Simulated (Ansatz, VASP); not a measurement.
# LiBeF3: VASP beside Ansatz, part 3 of 3

Aim: how closely do two programs agree when they are given the same cell, functional and k mesh? The cell is generated by rule, not measured, and may not be a known phase. The cell is taken from a series of runs on this material, whose earlier steps may have relaxed, scaled, displaced or heated it; both programs get it as it stands.

VASP 6.6.1 and Ansatz 0.2.0.

So far: Starting point; VASP: zone-centre phonons, PBE, pair 1; Ansatz: zone-centre phonons, PBE, pair 1.

## Step 4: Differences

Known differences besides the potentials themselves: fixed occupations in Ansatz, narrow Gaussian smearing in VASP; the cutoff is 420 eV in Ansatz and 750 eV in VASP. Total energies have different zeros and are not compared.

The two programs side by side:

```
                                     quantity  Ansatz   VASP  difference
                                        ε∞ xx    1.81   1.80     +0.22 %
                                        ε∞ yy    1.76   1.76     +0.17 %
                                        ε∞ zz    1.73   1.73     +0.22 %
Born charge of Li1 (mean of the diagonal) (e)    1.05   1.05        0.00
Born charge of Be2 (mean of the diagonal) (e)    1.77   1.77        0.00
 Born charge of F3 (mean of the diagonal) (e)   -0.93  -0.93        0.00
                        optical mode 1 (cm⁻¹)    61.5   60.2     +2.13 %
                        optical mode 2 (cm⁻¹)   207.7  209.0     -0.62 %
                        optical mode 3 (cm⁻¹)   274.1  274.8     -0.26 %
                        optical mode 4 (cm⁻¹)   303.7  305.5     -0.60 %
                        optical mode 5 (cm⁻¹)   314.0  314.0     -0.02 %
                        optical mode 6 (cm⁻¹)   348.8  352.2     -0.95 %
                        optical mode 7 (cm⁻¹)   386.5  391.2     -1.22 %
                        optical mode 8 (cm⁻¹)   451.6  457.9     -1.37 %
                        optical mode 9 (cm⁻¹)   472.1  479.3     -1.50 %
                       optical mode 10 (cm⁻¹)   541.0  540.7     +0.05 %
                       optical mode 11 (cm⁻¹)   790.4  784.8     +0.72 %
                       optical mode 12 (cm⁻¹)   897.0  892.6     +0.50 %
```

Modes are paired by rising frequency, not by their patterns, so a pair may set unlike modes beside each other; they are those without the splitting of longitudinal modes.

## Step 5: VASP: zone-centre phonons, PBE, pair 2

Second derivatives magnify differences that forces hide, and they need a tight electronic threshold. The cell compared in this pair holds 48.95 Å³, against 59.10 Å³ for the pair before.

File INCAR:

```
SYSTEM = LiBeF3
PREC = Accurate
ENCUT = 750
EDIFF = 1E-08
NELM = 120
ISMEAR = 0
SIGMA = 0.01
LREAL = .FALSE.
ALGO = Normal
GGA = PE
NBANDS = 19
LORBIT = 11
LWAVE = .FALSE.
LCHARG = .FALSE.
ISIF = 2
IBRION = 8
LEPSILON = .TRUE.
LASPH = .TRUE.
GGA_COMPAT = .FALSE.
EFERMI = MIDGAP
KPAR = 2
```

File POSCAR:

```
LiBeF3
1.0
    3.3507165527      0.0000000000      0.0000000000
    0.0000000000      3.3507165527      0.0000000000
    0.0000000000      0.0000000000      4.3601511857
Li Be F
1 1 3
Direct
    0.0000000000      0.0000000000      0.7885242607
    0.5000000000      0.5000000000      0.4194475530
    0.5000000000      0.0000000000      0.5419940627
    0.5000000000      0.5000000000      0.0734657905
    0.0000000000      0.5000000000      0.5419940627
```

File KPOINTS:

```
Automatic mesh
0
Gamma
6 6 6
0 0 0
```

The projector-augmented-wave data sets are Li_sv, Be and F (PBE family, release 64).

The run is started by

```bash
$ mpirun -np 2 vasp_std
```

Numbers of over 12 decimals in the logs are rounded to 6 here.

The program printed:

```text
[... set-up lines as in an earlier step ...]
 entering main loop
       N       E                     dE             d eps       ncg     rms          rms(c)
DAV:   1     0.205621217229E+03    0.20562E+03   -0.18052E+04  1520   0.181E+03
DAV:   2    -0.140164839093E+02   -0.21964E+03   -0.21310E+03  1813   0.395E+02
DAV:   3    -0.267547248867E+02   -0.12738E+02   -0.12688E+02  2483   0.887E+01
DAV:   4    -0.274025304832E+02   -0.64781E+00   -0.64661E+00  2333   0.118E+01
[...]
DAV:  14    -0.258256301805E+02   -0.10694E-06   -0.34354E-07  2158   0.575E-03    0.765E-04
DAV:  15    -0.258256302487E+02   -0.68166E-07   -0.42882E-08  1758   0.203E-03    0.350E-04
DAV:  16    -0.258256302506E+02   -0.19381E-08   -0.97109E-09  1801   0.927E-04
   1 F= -.25825630E+02 E0= -.25825630E+02  d E =0.000000E+00
 Linear response reoptimize wavefunctions to high precision
DAV:   1    -0.258256302542E+02   -0.35561E-08   -0.81667E-10  1449   0.291E-04
DAV:   2    -0.258256302542E+02   -0.18190E-11   -0.87498E-11  1096   0.798E-05
 Linear response G [H, r] |phi>, progress :
  Direction:   1
[...]
RMM:  11    -0.534742701510E+00   -0.19242E-08    0.51846E-08  7239   0.252E-04    0.326E-06
 first order change of Fermi-energy   0.31534E-04
 force on displaced ion       4 direction 1 :  -1.811   0.000   0.001
 Born effective charge ion    4 direction 1 :  -0.840   0.000  -0.000
 Linear response progress:
  Degree of freedom:   9/  9
       N       E                     dE             d eps       ncg     rms          rms(c)
RMM:   1    -0.549790283552E+00   -0.54979E+00    0.71621E-01  2829   0.413E+00
RMM:   2    -0.541917866729E+00    0.78724E-02   -0.88364E-03  2607   0.668E-01    0.175E-01
RMM:   3    -0.543423001178E+00   -0.15051E-02   -0.17762E-03  2735   0.261E-01    0.856E-02
RMM:   4    -0.544874734744E+00   -0.14517E-02   -0.38532E-04  2744   0.123E-01    0.336E-02
[...]
RMM:  14    -0.545553289480E+00    0.44239E-07   -0.24587E-08  3477   0.144E-04    0.728E-07
RMM:  15    -0.545553300152E+00   -0.10673E-07   -0.42182E-08  3358   0.119E-04    0.787E-07
RMM:  16    -0.545553294634E+00    0.55187E-08    0.90993E-09  3262   0.108E-04    0.569E-07
 first order change of Fermi-energy   0.26431E+00
 force on displaced ion       4 direction 3 :   0.000  -0.000 -17.708
 Born effective charge ion    4 direction 3 :   0.000   0.000  -1.316
 Born effective charges drift removed
 Linear response finished
```

OUTCAR, selected parts (step 5):

```text
  Total       -0.0988504     -0.0988504     -0.0751075      0.0000000      0.0000000      0.0000000
[...]
2     0.00000    -0.84045     0.00000
    3     0.00000    -0.00000    -1.31638
 ion    5
    1    -1.49881     0.00000     0.00000
    2     0.00000    -0.88102    -0.00000
    3     0.00000    -0.00000    -0.77435

 MACROSCOPIC STATIC DIELECTRIC TENSOR IONIC CONTRIBUTION
 ------------------------------------------------------
          35.976501     0.000000     0.000000
           0.000000    35.976501     0.000000
           0.000000     0.000000     3.330892
 ------------------------------------------------------

[... 1 further part left out ...]
```

## Step 6: Ansatz: zone-centre phonons, PBE, pair 2

The same cell, functional and mesh now go to Ansatz, which takes its cutoff from its data sets.

The cell is taken from a series of runs on this material, whose earlier steps may have relaxed, scaled, displaced or heated it; both programs get it as it stands.

File input.yaml:

```yaml
crystal:
  lattice:
    - [3.3507165527, 0.0, 0.0]
    - [0.0, 3.3507165527, 0.0]
    - [0.0, 0.0, 4.3601511857]
  atoms:
    - { symbol: Li, position: [0.0, 0.0, 0.7885242607] }
    - { symbol: Be, position: [0.5, 0.5, 0.419447553] }
    - { symbol: F, position: [0.5, 0.0, 0.5419940627] }
    - { symbol: F, position: [0.5, 0.5, 0.0734657905] }
    - { symbol: F, position: [0.0, 0.5, 0.5419940627] }
kpoints:
  mp_grid: { grid: [6, 6, 6] }
hamiltonian:
  xc: pbe
  pseudopotentials: { kind: paw, azcp: { folder: soft_1 } }
scf:
  occupations: { method: fixed }
output:
  eigenvalues: true
phonons:
  method: dfpt
  dielectric: true
  rigid_motions: translations
```

The run is started by

```bash
$ ansatz run input.yaml --threads 4 --pin off --max-ram 16384MiB --backend cpu --events-out ev --progress --plain --runs-dir out
```

The program printed:

```text
[...]
Crystal: 5 atoms, lattice volume = 48.953 Å³
Basis set: ecut = 420 eV, 975 PW (Γ), exchange–correlation on 48×48×60 points (8 copies of the dense FFT grid, shifted against one another)
Bands: 18, of which v1, the nominal top of the filled ones, is band 13 counted from 1 (12 counted from 0)
Symmetry: 8 space group operations
k-points: 112 of 216 (irreducible under 1 space group operation, time reversal used)
[...]
ω (cm⁻¹)  modes    IR ((D/Å)²/amu)
[...]
optical modes at Γ + LO–TO along q̂ = [0.0000, 1.0000, 0.0000]:
      ω (cm⁻¹)  modes    IR ((D/Å)²/amu)
[...]
optical modes at Γ + LO–TO along q̂ = [0.0000, 0.0000, 1.0000]:
      ω (cm⁻¹)  modes    IR ((D/Å)²/amu)
[...]
416.92      1             1.0811
        478.72      1             2.2267
        494.05      2             0.1581
        991.66      1            12.3413
[key lines of the parts left out:]
SCF converged after 9 iterations
Free energy (F): -2728.889012 eV
Fermi energy:    0.729956 eV
```

## Step 7: Differences

The two programs side by side:

```
                                     quantity  Ansatz   VASP  difference
                                        ε∞ xx    2.02   2.01     +0.32 %
                                        ε∞ yy    2.02   2.01     +0.32 %
                                        ε∞ zz    1.96   1.95     +0.24 %
Born charge of Li1 (mean of the diagonal) (e)    1.10   1.10        0.00
Born charge of Be2 (mean of the diagonal) (e)    2.01   2.00       +0.01
 Born charge of F3 (mean of the diagonal) (e)   -1.05  -1.05        0.00
                   optical mode 1 to 2 (cm⁻¹)    96.9  124.5    -22.18 %
                   optical mode 3 to 4 (cm⁻¹)   146.9  158.2     -7.11 %
                        optical mode 5 (cm⁻¹)   169.5  168.5     +0.57 %
                   optical mode 6 to 7 (cm⁻¹)   301.5  305.7     -1.37 %
                        optical mode 8 (cm⁻¹)   312.0  314.9     -0.92 %
                        optical mode 9 (cm⁻¹)   445.7  446.2     -0.12 %
                 optical mode 10 to 11 (cm⁻¹)   494.1  493.6     +0.09 %
                       optical mode 12 (cm⁻¹)   861.6  855.6     +0.71 %
```

Modes are paired by rising frequency, not by their patterns, so a pair may set unlike modes beside each other; they are those without the splitting of longitudinal modes.

## Step 8: Results

| Quantity | Value |
| --- | --- |
| r.m.s. difference of the optical zone-centre modes, each program's sorted by frequency (zone-centre phonons, PBE, pair 1) | 3.9 cm⁻¹ |
| difference in optical mode 1 (zone-centre phonons, PBE, pair 1) | +2.1 % |
| r.m.s. difference of the optical zone-centre modes, each program's sorted by frequency (zone-centre phonons, PBE, pair 2) | 12 cm⁻¹ |
| difference in optical mode 1 to 2 (zone-centre phonons, PBE, pair 2) | -22.2 % |

What this shows: The r.m.s. difference of the optical zone-centre modes, each program's sorted by frequency is 3.9 cm⁻¹ (zone-centre phonons, PBE, pair 1). Among the rows given in per cent, the largest difference of the zone-centre phonons, PBE, pair 1 pair is in optical mode 1, +2.1 %. Among the rows given in per cent, the largest difference of the zone-centre phonons, PBE, pair 2 pair is in optical mode 1 to 2, -22.2 %. What causes the difference of the zone-centre phonons, PBE, pair 2 pair stays open here. How closely two codes agree says nothing of how well the functional describes the real material.

[Lines on the potential files, build, host, timing and source positions are cut from VASP's logs without a mark.]

[Logs are printed without paths, hosts, clocks, repeated set-up lines and the standing remarks that a program may print on its own settings, such as how far it seeks lower states.]

[Hosts, paths, dates, database ids (printed as entryN), source tags and the programs' standing remarks are cut or masked in the printed files.]
